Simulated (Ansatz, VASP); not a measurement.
## Two plane-wave programs on HfTa

```
Hf Ta
1.0
     2.20636   -5.18903    0.00000
     2.20636    5.18903    0.00000
     0.00000    0.00000    3.75898
Hf Ta
2 2
Direct
  0.64000 0.36000 0.25000
  0.36000 0.64000 0.75000
  0.93000 0.07000 0.25000
  0.07000 0.93000 0.75000
```

Alike in both runs: task single point; functional PBE; k mesh 4 × 4 × 6; occupations gaussian, width 0.1 eV; no spin polarisation.

```csv
,VASP,Ansatz
version,VASP 6.6.1,Ansatz 0.2.0
potentials or method,"VASP PAW PBE potentials, release 64 (Hf_pv, Ta_pv)","scalar-relativistic, plane waves, PAW"
plane-wave cutoff (eV),520,420
valence electrons in the cell,42,78
```

```tsv
	VASP	Ansatz	Ansatz less VASP
gap on the k mesh at the Fermi level (eV)	none	none	-
pressure (GPa)	7.5	7.6	+0.12
largest component of the traceless stress (GPa)	6.19	5.85	-0.337
rms of the force components (eV/Å)	1.981	1.933	-0.0481
```

Atom by atom the forces differ by 0.049 eV/Å (rms over components). A gap of «none» marks a metal or a gap that the smearing closes. The functional is the same, so the differences come from potentials, cutoffs and numerics. The two sets of potentials don't hold the same shells in valence.

Caveats: the k mesh is coarse (spacing up to 0.39 Å⁻¹), so the values aren't converged; forces of over 1 eV/Å show positions far from the minimum, so gaps and moduli don't describe the material at rest. The runs have no spin-orbit coupling, so splittings on Hf, Ta are missing.
